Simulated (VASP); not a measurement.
Input:

```
AlN
1.0
    1.55500    -2.69334     0.00000
    1.55500     2.69334     0.00000
    0.00000     0.00000     4.98000
Al N
2 2
Direct
  0.66667   0.33333   0.50000
  0.33333   0.66667   0.00000
  0.66667   0.33333   0.88200
  0.33333   0.66667   0.38200
```

Computed with AM05 GGA, VASP's PBE PAW potentials (set 64) (plane waves; VASP). Run with 520 eV cut-off, 9×9×5 Γ-centred mesh, Gaussian smearing of 0.050 eV, potentials Al N.

### Question
Predict the energy per atom (σ→0), band gap (on the k-mesh) with the smallest direct gap where there is one.

### Answer

```json
{
 "band gap (on the k-mesh)": "4.21 eV",
 "smallest direct gap (on the k-mesh)": "4.21 eV",
 "energy per atom (σ→0)": "-7.641 eV/atom"
}
```

The compound is AlN in the wurtzite structure. The cell was not relaxed at this level. The run is one of a series of settings (GGA = AM against the base run), some of them coarse on purpose.
